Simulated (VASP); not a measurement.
Output of a VASP run:

### OUTCAR
```
 ion  position               nearest neighbor table
   1  0.000  0.500  0.136-   6 3.21   6 3.21   6 3.21   6 3.21
   2  0.500  0.000  0.864-   5 3.21   5 3.21   5 3.21   5 3.21
   3  0.500  0.500  0.000-
   4  0.000  0.000  0.000-
   5  0.000  0.500  0.686-   2 3.21   2 3.21   2 3.21   2 3.21
   6  0.500  0.000  0.314-   1 3.21   1 3.21   1 3.21   1 3.21
  LATTYP: Found a simple tetragonal cell.
 ALAT       =     3.9717882789
 C/A-ratio  =     2.2021716540
 Subroutine PRICEL returns:
 Original cell was already a primitive cell.
 Subroutine GETGRP returns: Found 16 space group operations
The static configuration has the point symmetry D_2d.
 The point group associated with its full space group is D_4h.
The dynamic configuration has the point symmetry D_2d.
 Subroutine INISYM returns: Found 16 space group operations
 Subroutine IBZKPT returns following result:
 Found     30 irreducible k-points:

 Following reciprocal coordinates:
            Coordinates               Weight
  0.000000  0.000000  0.000000      1.000000
  0.142857  0.000000  0.000000      4.000000
  0.285714  0.000000  0.000000      4.000000
  0.428571  0.000000  0.000000      4.000000
  0.142857  0.142857  0.000000      4.000000
  0.285714  0.142857  0.000000      8.000000
  0.428571  0.142857  0.000000      8.000000
  0.285714  0.285714  0.000000      4.000000
  0.428571  0.285714  0.000000      8.000000
  0.428571  0.428571  0.000000      4.000000
  0.000000  0.000000  0.250000      2.000000
  0.142857  0.000000  0.250000      8.000000
  0.285714  0.000000  0.250000      8.000000
  0.428571  0.000000  0.250000      8.000000
  0.142857  0.142857  0.250000      8.000000
  0.285714  0.142857  0.250000     16.000000
  0.428571  0.142857  0.250000     16.000000
  0.285714  0.285714  0.250000      8.000000
  0.428571  0.285714  0.250000     16.000000
  0.428571  0.428571  0.250000      8.000000
  0.000000  0.000000  0.500000      1.000000
  0.142857  0.000000  0.500000      4.000000
  0.285714  0.000000  0.500000      4.000000
  0.428571  0.000000  0.500000      4.000000
  0.142857  0.142857  0.500000      4.000000
  0.285714  0.142857  0.500000      8.000000
  0.428571  0.142857  0.500000      8.000000
  0.285714  0.285714  0.500000      4.000000
  0.428571  0.285714  0.500000      8.000000
  0.428571  0.428571  0.500000      4.000000
   k-points           NKPTS =     30   k-points in BZ     NKDIM =     30   number of bands    NBANDS=     66
   number of dos      NEDOS =   1001   number of ions     NIONS =      6
   total plane-waves  NPLWV =  47040
   dimension x,y,z NGX =    28 NGY =   28 NGZ =   60
   dimension x,y,z NGXF=    56 NGYF=   56 NGZF=  120
   ions per type =               2   2   2
   PREC   = accura    normal or accurate (medium, high low for compatibility)
   ISTART =      0    job   : 0-new  1-cont  2-samecut
   ICHARG =      2    charge: 1-file 2-atom 10-const
   ISPIN  =      1    spin polarized calculation?
   LNONCOLLINEAR =      F non collinear calculations
   LSORBIT =      F    spin-orbit coupling
   INIWAV =      1    electr: 0-lowe 1-rand  2-diag
   ENCUT  =  400.0 eV  29.40 Ry    5.42 a.u.   6.48  6.48 14.26*2*pi/ulx,y,z
   NELM   =    100;   NELMIN=  2; NELMDL= -5     # of ELM steps
   EDIFF  = 0.1E-06   stopping-criterion for ELM
   LREAL  =      F    real-space projection
   NLSPLINE    = F    spline interpolate recip. space projectors
   LMAXMIX     =    4 max onsite mixed and CHGCAR
   VOSKOWN=      0    Vosko Wilk Nusair interpolation
   EDIFFG = 0.1E-05   stopping-criterion for IOM
   NSW    =      0    number of steps for IOM
   NBLOCK =      1;   KBLOCK =      1    inner block; outer block
   IBRION =     -1    ionic relax: 0-MD 1-quasi-New 2-CG
   NFREE  =      0    steps in history (QN), initial steepest desc. (CG)
   ISIF   =      2    stress and relaxation
   ISYM   =      2    0-nonsym 1-usesym 2-fastsym
   TEIN   =    0.0    initial temperature
...
```

File OSZICAR:
```
       N       E                     dE             d eps       ncg     rms          rms(c)
DAV:   1     0.282040176124E+03    0.28204E+03   -0.11585E+04  3968   0.396E+02
DAV:   2    -0.290324466242E+01   -0.28494E+03   -0.26892E+03  4488   0.150E+02
DAV:   3    -0.217354987624E+02   -0.18832E+02   -0.18413E+02  6176   0.343E+01
DAV:   4    -0.225279484973E+02   -0.79245E+00   -0.78675E+00  5470   0.562E+00
DAV:   5    -0.225379322827E+02   -0.99838E-02   -0.99834E-02  5192   0.636E-01    0.795E+00
DAV:   6    -0.215101279780E+02    0.10278E+01   -0.41639E-01  4338   0.214E+00    0.418E+00
DAV:   7    -0.212227713931E+02    0.28736E+00   -0.26122E-01  4668   0.194E+00    0.946E-01
DAV:   8    -0.212378264129E+02   -0.15055E-01   -0.16474E-01  4820   0.858E-01    0.510E-01
DAV:   9    -0.212388578426E+02   -0.10314E-02   -0.22355E-03  4934   0.121E-01    0.300E-01
DAV:  10    -0.212399192499E+02   -0.10614E-02   -0.10215E-03  4466   0.854E-02    0.372E-02
DAV:  11    -0.212399733906E+02   -0.54141E-04   -0.93491E-05  4864   0.301E-02    0.322E-02
DAV:  12    -0.212399882167E+02   -0.14826E-04   -0.13837E-05  4462   0.110E-02    0.158E-02
DAV:  13    -0.212399876652E+02    0.55152E-06   -0.79870E-07  4784   0.336E-03    0.787E-03
DAV:  14    -0.212399883531E+02   -0.68788E-06   -0.76633E-07  4442   0.235E-03    0.187E-03
DAV:  15    -0.212399883193E+02    0.33748E-07   -0.59240E-08  4248   0.697E-04
   1 F= -.21239988E+02 E0= -.21239988E+02  d E =-.328979E-19
 imaginary and real dielectric function
```

File OUTCAR:
```
------------------------ aborting loop because EDIFF is reached ----------------------------------------
  FORCE on cell =-STRESS in cart. coord.  units (eV):
  Direction    XX          YY          ZZ          XY          YZ          ZX
  --------------------------------------------------------------------------------------
  Total       -0.0164928     -0.0164928     -0.0438624      0.0000000      0.0000000     -0.0000000
  in kB       -0.1915115     -0.1915115     -0.5093234      0.0000000      0.0000000     -0.0000000
  external PRESSURE =      -0.2974488 kB  Pullay stress =       0.0000000 kB
  volume of cell :      137.98
      direct lattice vectors                 reciprocal lattice vectors
     3.971788279  0.000000000  0.000000000     0.251775757  0.000000000  0.000000000
     0.000000000  3.971788279  0.000000000     0.000000000  0.251775757  0.000000000
     0.000000000  0.000000000  8.746559563     0.000000000  0.000000000  0.114330668
 POSITION                                       TOTAL-FORCE (eV/Angst)
 -----------------------------------------------------------------------------------
      0.00000      1.98589      1.19381         0.000000      0.000000     -0.002045
      1.98589      0.00000      7.55275        -0.000000     -0.000000      0.002045
      1.98589      1.98589      0.00000        -0.000000     -0.000000      0.000000
      0.00000      0.00000      0.00000         0.000000     -0.000000      0.000000
      0.00000      1.98589      6.00129        -0.000000     -0.000000     -0.005348
      1.98589      0.00000      2.74527         0.000000      0.000000      0.005348
 -----------------------------------------------------------------------------------
    total drift:                                0.000000      0.000000     -0.000000
  FREE ENERGIE OF THE ION-ELECTRON SYSTEM (eV)
  ---------------------------------------------------
  free  energy   TOTEN  =       -21.2399883193 eV

  energy  without entropy=      -21.2399883193  energy(sigma->0) =      -21.23998832

 plasma frequency squared (from intraband transitions) (eV^2)
  --------------------------------------------------------------------------------------
       0.000       0.000       0.000
       0.000       0.000      -0.000
       0.000      -0.000       0.000

 plasma frequency squared (from interband transitions, int dw w eps(2)(w)) (eV^2)
  --------------------------------------------------------------------------------------
     302.119       0.000       0.000      -0.000       0.000      -0.000
       0.000       0.000     302.119       0.000       0.000       0.000
       0.000       0.000       0.000      -0.000     301.077       0.000
```
(Selected blocks of OUTCAR.)

File POSCAR:
```
CaHI
1
    3.9717882789     0.0000000000     0.0000000000
    0.0000000000     3.9717882789     0.0000000000
    0.0000000000     0.0000000000     8.7465595635
Ca H I
2 2 2
Direct
  0.0000000000   0.5000000000   0.1364895538
  0.5000000000   0.0000000000   0.8635104462
  0.5000000000   0.5000000000   0.0000000000
  0.0000000000   0.0000000000   0.0000000000
  0.0000000000   0.5000000000   0.6861316092
  0.5000000000   0.0000000000   0.3138683908
```

**Question.** Write an INCAR and KPOINTS that could have produced this output.

**Answer.** This is not unique; one that fits is the input of the run itself, PBEsol GGA, plane waves, VASP's PBE PAW potentials (set 64).

**INCAR**
```
SYSTEM = CaHI
PREC = Accurate
ENCUT = 400
EDIFF = 1E-7
NELM = 100
ALGO = Normal
LREAL = .FALSE.
LASPH = .TRUE.
ISMEAR = 0
SIGMA = 0.01
GGA = PS
LMAXMIX = 4
LWAVE = .FALSE.
LCHARG = .FALSE.
LOPTICS = .TRUE.
NBANDS = 66
NEDOS = 1001
CSHIFT = 0.1
```

File KPOINTS:
```
K-points
0
G
7 7 4
0 0 0
```

POTCAR, in this order: Ca_sv H I (PBE.64 set). Program: vasp_std.

The structure comes from a computed database's CaHI entry (P4/nmm); how it stands against other phases isn't given here. It was relaxed first, which changed the volume by -9 %.
